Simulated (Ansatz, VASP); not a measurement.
# Cross-check of SiBi between VASP and Ansatz, part 2 of 2

One calculation is typed for both programs; each brings its own data sets and cutoff. How far apart do they land? The cell is invented: As first built, before any earlier steps moved the atoms (in the runner's words): it takes the SnP structure with all of its atoms replaced by other elements, volume scaled by an estimate. It may not be a known or stable phase. The cell is taken from a series of VASP runs on this material, whose earlier steps may have relaxed, scaled or displaced it; both programs get it as it stands.

VASP 6.6.1 and Ansatz 0.2.0.

So far. Step 2 (VASP: band structure, r2SCAN): The run ends at a pressure of -1.41 GPa, with forces up to 0.084 eV/Å.

### 5. VASP: band structure, PBE, spin-orbit coupling

Level of this step: PBE, spin-orbit coupling; plane waves and PAW (Bi_d, Si); invented cell (VASP).

With cell and atoms fixed, the geometry can't cause a difference; cores, projectors, grids and the points listed under the comparison can.

Contents of INCAR:

```
SYSTEM = SiBi
PREC = Accurate
ENCUT = 400
EDIFF = 1E-06
NELM = 100
ISMEAR = 0
SIGMA = 0.02
LREAL = .FALSE.
ALGO = Normal
GGA = PE
LNONCOLLINEAR = .TRUE.
MAGMOM = 0 0 0 0 0 0
NBANDS = 30
GGA_COMPAT = .FALSE.
LASPH = .TRUE.
LSORBIT = .TRUE.
LORBIT = 11
LWAVE = .FALSE.
LCHARG = .FALSE.
KPAR = 4
```

Contents of POSCAR:

```
SiBi
1.0
   -2.0268872060      2.0268872060      3.2462904277
    2.0268872060     -2.0268872060      3.2462904277
    2.0268872060      2.0268872060     -3.2462904277
Bi Si
1 1
Direct
    0.5741320490      0.5741320490      0.0000000000
    0.9978689510      0.9978689510      0.0000000000
```

Contents of KPOINTS:

```
Automatic mesh
0
Gamma
6 6 6
0 0 0
```

Contents of KPOINTS_OPT:

```
Line mode
16
Line-mode
Reciprocal
  0.00000000   0.00000000   0.00000000 GAMMA
  0.00000000   0.00000000   0.50000000 X

  0.00000000   0.00000000   0.50000000 X
 -0.19491911   0.19491911   0.50000000 Y

 -0.19491911   0.19491911   0.50000000 Y
 -0.34745956   0.34745956   0.34745956 S

 -0.34745956   0.34745956   0.34745956 S
  0.00000000   0.00000000   0.00000000 GAMMA

  0.00000000   0.00000000   0.00000000 GAMMA
  0.50000000   0.50000000  -0.50000000 Z

  0.50000000   0.50000000  -0.50000000 Z
  0.34745956   0.65254044  -0.34745956 S1

  0.34745956   0.65254044  -0.34745956 S1
  0.00000000   0.50000000   0.00000000 N

  0.00000000   0.50000000   0.00000000 N
  0.25000000   0.25000000   0.25000000 P

  0.25000000   0.25000000   0.25000000 P
  0.50000000   0.50000000  -0.19491911 Y1

  0.50000000   0.50000000  -0.19491911 Y1
  0.50000000   0.50000000  -0.50000000 Z

  0.00000000   0.00000000   0.50000000 X
  0.25000000   0.25000000   0.25000000 P
```

Potentials, in the order of the species: Bi_d and Si (PBE family, release 64).

Started as:

```
$ mpirun -np 4 vasp_ncl
```

Numbers of over 12 decimals in the logs are rounded to 6 here.

Log:

```text
[banner, memory and clock lines left out]
running    4 mpi-ranks, on    1 nodes
[...]
LDA part: xc-table for (Slater+PW92), standard interpolation
 POSCAR, INCAR and KPOINTS ok, starting setup
[...]
entering main loop
       N       E                     dE             d eps       ncg     rms          rms(c)
DAV:   1     0.164009809414E+03    0.16401E+03   -0.80462E+03  2892   0.113E+03
DAV:   2     0.655227489362E+01   -0.15746E+03   -0.15249E+03  2920   0.342E+02
DAV:   3    -0.862218260768E+01   -0.15174E+02   -0.14953E+02  3580   0.121E+02
DAV:   4    -0.916844220958E+01   -0.54626E+00   -0.54516E+00  3584   0.246E+01
[...]
DAV:  10    -0.916219322714E+01   -0.55661E-05   -0.63309E-05  3666   0.783E-02    0.230E-02
DAV:  11    -0.916220158399E+01   -0.83569E-05   -0.18404E-05  3336   0.373E-02    0.523E-03
DAV:  12    -0.916220188565E+01   -0.30166E-06   -0.14578E-06  3070   0.921E-03
   1 F= -.91622019E+01 E0= -.91619328E+01  d E =-.538208E-03  mag=    -0.0000    -0.0000    -0.0000
 Start KPOINTS_OPT (optional k-point list driver)
k-point batch [1-48\176]
       N       E                     dE             ncg
DAV:   1     0.114236562106E+04   -0.21047E+05     2880
DAV:   2    -0.640606384121E+04   -0.75484E+04     2904
DAV:   3    -0.711952194922E+04   -0.71346E+03     3754
DAV:   4    -0.714397414828E+04   -0.24452E+02     3828
DAV:   5    -0.714483323931E+04   -0.85909E+00     3994
DAV:   6    -0.714485525671E+04   -0.22017E-01     4256
DAV:   7    -0.714485566267E+04   -0.40596E-03     4040
DAV:   8    -0.714485567216E+04   -0.94880E-05     3908
DAV:   9    -0.714485567240E+04   -0.24830E-06     2378
[...]
k-point batch [145-176\176]
       N       E                     dE             ncg
DAV:   1     0.100628412480E+05   -0.17337E+05     1920
DAV:   2     0.500462878034E+04   -0.50582E+04     1944
DAV:   3     0.455179445999E+04   -0.45283E+03     2464
DAV:   4     0.453675342359E+04   -0.15041E+02     2576
DAV:   5     0.453634229642E+04   -0.41113E+00     2620
DAV:   6     0.453632795896E+04   -0.14337E-01     2874
DAV:   7     0.453632777923E+04   -0.17972E-03     2612
DAV:   8     0.453632777282E+04   -0.64104E-05     2562
DAV:   9     0.453632777262E+04   -0.20777E-06     1554
```

OUTCAR, selected parts (step 5):

```text
  Total        0.0921488      0.0921488      0.3597002      0.0000000      0.0000000      0.0000000
  in kB        2.7675382      2.7675382     10.8030095      0.0000000      0.0000000      0.0000000
  external PRESSURE =       5.4460286 kB  Pullay stress =       0.0000000 kB

 POSITION                                       TOTAL-FORCE (eV/Angst)
 -----------------------------------------------------------------------------------
      0.00000      0.00000      3.72760         0.000000      0.000000     -0.041930
      0.00000      0.00000      6.47874        -0.000000     -0.000000      0.041930
 -----------------------------------------------------------------------------------
    total drift:                                0.000001      0.000001      0.000893

  FREE ENERGIE OF THE ION-ELECTRON SYSTEM (eV)
  ---------------------------------------------------
  free  energy   TOTEN  =        -9.1622018857 eV

  energy  without entropy=       -9.1616636777  energy(sigma->0) =       -9.16193278

 magnetization (x)
# of ion       s       p       d       tot
------------------------------------------
    1        0.000   0.000   0.000   0.000
    2        0.000   0.000   0.000   0.000
--------------------------------------------------
tot          0.000   0.000   0.000   0.000

 magnetization (y)
# of ion       s       p       d       tot
------------------------------------------
    1       -0.000   0.000   0.000  -0.000
    2        0.000   0.000   0.000   0.000
--------------------------------------------------
tot         -0.000   0.000   0.000  -0.000

 magnetization (z)
# of ion       s       p       d       tot
------------------------------------------
    1        0.000   0.000   0.000   0.000
    2        0.000   0.000   0.000   0.000
--------------------------------------------------
tot          0.000   0.000   0.000   0.000

[... 1 part as in an earlier step ...]

[... 2 further parts left out ...]
[key lines of the parts left out:]
E-fermi :   6.5302
```

The run ends at a pressure of 0.54 GPa, with forces up to 0.042 eV/Å.

### 6. Ansatz: band structure, PBE, spin-orbit coupling

The same cell, functional, mesh and smearing now go to Ansatz, which takes its cutoff from its data sets.

The cell is taken from a series of VASP runs on this material, whose earlier steps may have relaxed, scaled or displaced it; both programs get it as it stands.

Contents of input.yaml:

```yaml
crystal:
  lattice:
    - [-2.026887206, 2.026887206, 3.2462904277]
    - [2.026887206, -2.026887206, 3.2462904277]
    - [2.026887206, 2.026887206, -3.2462904277]
  atoms:
    - { symbol: Bi, position: [0.574132049, 0.574132049, 0.0] }
    - { symbol: Si, position: [0.997868951, 0.997868951, 0.0] }
hamiltonian:
  xc: pbe
  pseudopotentials: { kind: paw_fr }
magnetization:
  noncollinear: true
  spin_orbit: true
kpoints:
  mp_grid: { grid: [6, 6, 6] }
  band_path:
    path:
      - [0.0, 0.0, 0.0]
      - [0.0, 0.0, 0.2]
      - [0.0, 0.0, 0.4]
      - [-0.02599, 0.02599, 0.5]
      - [-0.10396, 0.10396, 0.5]
      - [-0.18192, 0.18192, 0.5]
      - [-0.2356, 0.2356, 0.45932]
      - [-0.29661, 0.29661, 0.39831]
      - [-0.34746, 0.34746, 0.34746]
      - [-0.20848, 0.20848, 0.20848]
      - [-0.06949, 0.06949, 0.06949]
      - [0.06667, 0.06667, -0.06667]
      - [0.26667, 0.26667, -0.26667]
      - [0.46667, 0.46667, -0.46667]
      - [0.45932, 0.54068, -0.45932]
      - [0.39831, 0.60169, -0.39831]
      - [0.34746, 0.65254, -0.34746]
      - [0.20848, 0.59152, -0.20848]
      - [0.06949, 0.53051, -0.06949]
      - [0.03333, 0.46667, 0.03333]
      - [0.13333, 0.36667, 0.13333]
      - [0.23333, 0.26667, 0.23333]
      - [0.31667, 0.31667, 0.13135]
      - [0.41667, 0.41667, -0.04661]
      - [0.5, 0.5, -0.19492]
      - [0.5, 0.5, -0.31695]
      - [0.5, 0.5, -0.43898]
      - [0.03333, 0.03333, 0.46667]
      - [0.13333, 0.13333, 0.36667]
      - [0.25, 0.25, 0.25]
    npoints: 1
scf:
  occupations: { method: gaussian, width: 0.02 }
  n_extra_bands: 14
output:
  forces: true
  stress: true
  eigenvalues: true
```

Started as:

```
$ ansatz run input.yaml --threads 2 --pin off --max-ram 4608MiB --backend cpu --events-out ev --progress --plain --runs-dir out
```

Log:

```text
[...]
non-collinear run that drives no moment, with spin-orbit: no starting moment large enough to seed its density (crystal.atoms[].spin), no starting occupations that ask for one, no magnetisation constraint and no magnetic field, so the semilocal B_xc is pinned to zero
Crystal: 2 atoms, lattice volume = 53.347 Å³
[...]
k-point 1: bands = [... 15 lower, 6.9217, 7.7767, 7.9581, 10.3925, 10.4831, 10.5198, 11.0479, 12.1447, ... 10 higher]
  k-point 2: bands = [... 15 lower, 5.7284, 6.0351, 6.2144, 7.3486, 7.7068, 11.1788, 11.1927, 12.8770, ... 10 higher]
  k-point 29: bands = [... 15 lower, 5.4295, 6.1849, 6.1849, 6.7800, 6.7800, 11.8986, 11.8986, 14.9893, ... 10 higher]
[key lines of the parts left out:]
SCF converged after 7 iterations
Magnetization: |M| = 0.0000 μB,  M = (+0.0000, +0.0000, +0.0000) μB
Free energy (F): -13073.266261 eV
Fermi energy:    8.893285 eV
P = ⅓ Tr σ = 0.6403 GPa (6.403 kbar)
```

The job ended after 9.7 s (2 threads of Arm Neoverse V2, shared host; peak memory 0.49 GiB).

### 7. Differences

What differs besides the data sets and the points named for the pairs above, as far as they apply: spin-orbit coupling enters by fully relativistic files in Ansatz and inside the spheres in VASP; the cutoff is 420 eV in Ansatz and 400 eV in VASP. Total energies have different zeros and are not compared.

Compared:

| quantity | Ansatz | VASP | difference |
| --- | --- | --- | --- |
| pressure (GPa) | 0.64 | 0.54 | +0.10 |

Forces (eV/Å; atoms numbered as in POSCAR):

```
atom        Ansatz x, y, z          VASP x, y, z
 Bi1  0.000, 0.000, -0.038  0.000, 0.000, -0.042
 Si2   0.000, 0.000, 0.038   0.000, 0.000, 0.042
```

The forces differ by 2.1 meV/Å r.m.s., which is 8.5 % of the r.m.s. force of 0.02 eV/Å (both taken over all components). Levels from 3 eV below to 2 eV above the Fermi level differ by 34 meV r.m.s. and 115 meV at most; each VASP level is matched to the nearest of Ansatz, which flatters the figure a little. Ansatz's pressure holds a Pulay correction of 0.03 GPa; VASP's holds none.

### 8. VASP: band structure, r2SCAN, spin-orbit coupling

With cell and atoms fixed, the geometry can't cause a difference; cores, projectors, grids and the points listed under the comparison can.

Edit INCAR of step 5 so:

```diff
@@ -9,3 +9,4 @@
 ALGO = Normal
-GGA = PE
+METAGGA = R2SCAN
+LASPH = .TRUE.
 LNONCOLLINEAR = .TRUE.
@@ -14,3 +15,2 @@
 GGA_COMPAT = .FALSE.
-LASPH = .TRUE.
 LSORBIT = .TRUE.
```

POSCAR is that of step 5.

KPOINTS is that of step 5.

KPOINTS_OPT is that of step 5.

Started as:

```
$ mpirun -np 4 vasp_ncl
```

Log:

```text
[banner, memory and clock lines left out]
running    4 mpi-ranks, on    1 nodes
[...]
[... a notice as in an earlier step ...]

 LDA part: xc-table for (None), standard interpolation
 POSCAR, INCAR and KPOINTS ok, starting setup
[...]
entering main loop
       N       E                     dE             d eps       ncg     rms          rms(c)
DAV:   1     0.107908698190E+03    0.10791E+03   -0.82604E+03  2886   0.116E+03
DAV:   2    -0.546377900333E+02   -0.16255E+03   -0.15739E+03  2904   0.351E+02
DAV:   3    -0.704067405169E+02   -0.15769E+02   -0.15538E+02  3598   0.125E+02
DAV:   4    -0.710097089545E+02   -0.60297E+00   -0.60169E+00  3688   0.259E+01
[...]
DAV:  11    -0.669896127766E+02    0.34470E-05   -0.72238E-05  3650   0.883E-02    0.119E-02
DAV:  12    -0.669896123662E+02    0.41037E-06   -0.10254E-05  3636   0.416E-02    0.481E-03
DAV:  13    -0.669896120594E+02    0.30678E-06   -0.66616E-07  2304   0.670E-03
   1 F= -.66989612E+02 E0= -.66989354E+02  d E =-.516782E-03  mag=    -0.0000    -0.0000     0.0000
 Start KPOINTS_OPT (optional k-point list driver)
k-point batch [1-48\176]
       N       E                     dE             ncg
DAV:   1     0.943767945499E+03   -0.21245E+05     2880
DAV:   2    -0.687643865634E+04   -0.78202E+04     2916
DAV:   3    -0.761867341421E+04   -0.74223E+03     3752
DAV:   4    -0.764519812497E+04   -0.26525E+02     3880
DAV:   5    -0.764597532336E+04   -0.77720E+00     3926
DAV:   6    -0.764599918992E+04   -0.23867E-01     4348
DAV:   7    -0.764599954302E+04   -0.35311E-03     3984
DAV:   8    -0.764599955502E+04   -0.11995E-04     4006
DAV:   9    -0.764599955532E+04   -0.30604E-06     2320
[...]
k-point batch [145-176\176]
       N       E                     dE             ncg
DAV:   1     0.992415226673E+04   -0.17476E+05     1920
DAV:   2     0.468549328782E+04   -0.52387E+04     1944
DAV:   3     0.421451750074E+04   -0.47098E+03     2456
DAV:   4     0.419805591800E+04   -0.16462E+02     2600
DAV:   5     0.419766145341E+04   -0.39446E+00     2604
DAV:   6     0.419764643451E+04   -0.15019E-01     2888
DAV:   7     0.419764624798E+04   -0.18654E-03     2588
DAV:   8     0.419764623958E+04   -0.83981E-05     2650
DAV:   9     0.419764623939E+04   -0.19268E-06     1552
```

From OUTCAR (step 8):

```text
  Total       -0.3015364     -0.3015364      0.0242033      0.0000000      0.0000000      0.0000000
  in kB       -9.0561532     -9.0561532      0.7269064      0.0000000      0.0000000      0.0000000
  external PRESSURE =      -5.7951334 kB  Pullay stress =       0.0000000 kB

 POSITION                                       TOTAL-FORCE (eV/Angst)
 -----------------------------------------------------------------------------------
      0.00000      0.00000      3.72760        -0.000000     -0.000000      0.056616
      0.00000      0.00000      6.47874         0.000000      0.000000     -0.056616
 -----------------------------------------------------------------------------------
    total drift:                                0.000001      0.000001      0.001748

  FREE ENERGIE OF THE ION-ELECTRON SYSTEM (eV)
  ---------------------------------------------------
  free  energy   TOTEN  =       -66.9896120594 eV

  energy  without entropy=      -66.9890952772  energy(sigma->0) =      -66.98935367

 magnetization (x)
# of ion       s       p       d       tot
------------------------------------------
    1       -0.000   0.000   0.000  -0.000
    2        0.000   0.000   0.000   0.000
--------------------------------------------------
tot         -0.000   0.000   0.000  -0.000

 magnetization (y)
# of ion       s       p       d       tot
------------------------------------------
    1        0.000   0.000  -0.000   0.000
    2        0.000  -0.000   0.000  -0.000
--------------------------------------------------
tot          0.000  -0.000  -0.000   0.000

[... 3 parts as in an earlier step ...]

[... 1 further part left out ...]
[key lines of the parts left out:]
E-fermi :   6.5407
```

The run ends at a pressure of -0.58 GPa, with forces up to 0.057 eV/Å.

### 9. Ansatz: band structure, r2SCAN, spin-orbit coupling

The same cell, functional, mesh and smearing now go to Ansatz, which takes its cutoff from its data sets.

The cell is taken from a series of VASP runs on this material, whose earlier steps may have relaxed, scaled or displaced it; both programs get it as it stands.

Edit input.yaml of step 6 so:

```diff
@@ -9,3 +9,3 @@
 hamiltonian:
-  xc: pbe
+  xc: r2scan
   pseudopotentials: { kind: paw_fr }
@@ -56 +56,5 @@
   eigenvalues: true
+  write_density: true
+  write_potential: true
+  elf: true
+  volumetric_format: npy
```

Started as:

```
$ ansatz run input.yaml --threads 2 --pin off --max-ram 4608MiB --backend cpu --events-out ev --progress --plain --runs-dir out
```

Log:

```text
[...]
Crystal: 2 atoms, lattice volume = 53.347 Å³
Basis set: ecut = 500 eV, 1339 PW (Γ), exchange–correlation on 128×128×128 points (64 copies of the dense FFT grid, shifted against one another)
Bands: 33, of which v1, the nominal top of the filled ones, is band 19 counted from 1 (18 counted from 0)
Symmetry: 8 space group operations + 8 with time reversal
[...]
k-point 1: bands = [... 15 lower, 6.7258, 7.5950, 7.7852, 10.4723, 10.5518, 10.5914, 11.1139, 12.2765, ... 10 higher]
  k-point 2: bands = [... 15 lower, 5.4970, 5.8105, 5.9788, 7.1913, 7.5726, 11.3662, 11.3804, 13.0796, ... 10 higher]
  k-point 29: bands = [... 15 lower, 5.2679, 5.9726, 5.9726, 6.5290, 6.5290, 12.1985, 12.1985, 15.3535, ... 10 higher]
[key lines of the parts left out:]
SCF converged after 7 iterations
Magnetization: |M| = 0.0000 μB,  M = (+0.0000, +0.0000, +0.0000) μB
Free energy (F): -13015.188009 eV
Fermi energy:    8.900585 eV
P = ⅓ Tr σ = -0.5027 GPa (-5.027 kbar)
```

Wall time 23 s (2 threads); peak memory 0.66 GiB; 46 s of CPU time.

### 10. Differences

Both answers:

| quantity | Ansatz | VASP | difference |
| --- | --- | --- | --- |
| pressure (GPa) | -0.50 | -0.58 | +0.08 |

Forces (eV/Å; atoms numbered as in POSCAR):

```csv
atom,"Ansatz x, y, z","VASP x, y, z"
Bi1,"0.000, 0.000, 0.048","0.000, 0.000, 0.057"
Si2,"0.000, 0.000, -0.048","0.000, 0.000, -0.057"
```

The forces differ by 5.1 meV/Å r.m.s., which is 15.6 % of the r.m.s. force of 0.03 eV/Å (both taken over all components). Levels from 3 eV below to 2 eV above the Fermi level differ by 36 meV r.m.s. and 117 meV at most; each VASP level is matched to the nearest of Ansatz, which flatters the figure a little. Ansatz's pressure holds a Pulay correction of 0.02 GPa; VASP's holds none.

### 11. Summary of results

```json
{
 "r.m.s. difference of levels near the Fermi level (band structure, r2SCAN)": "3.4 meV",
 "r.m.s. difference of levels near the Fermi level (band structure, PBE, spin-orbit coupling)": "34 meV",
 "r.m.s. difference of levels near the Fermi level (band structure, r2SCAN, spin-orbit coupling)": "36 meV"
}
```

**Reading.** The r.m.s. difference of levels near the Fermi level is 36 meV (band structure, r2SCAN, spin-orbit coupling), within the 80 meV picked in this series as the mark of a large difference. 1 further run of this series is not shown here. How closely two codes agree says nothing of how well the functional describes the real material.

[Lines on the potential files, build, host, timing and source positions are cut from VASP's logs without a mark.]

[Logs are printed without paths, hosts, clocks, repeated set-up lines and the standing remarks that a program may print on its own settings, such as how far it seeks lower states.]

[Hosts, paths, dates, database ids (printed as entryN), source tags and the programs' standing remarks are cut or masked in the printed files.]
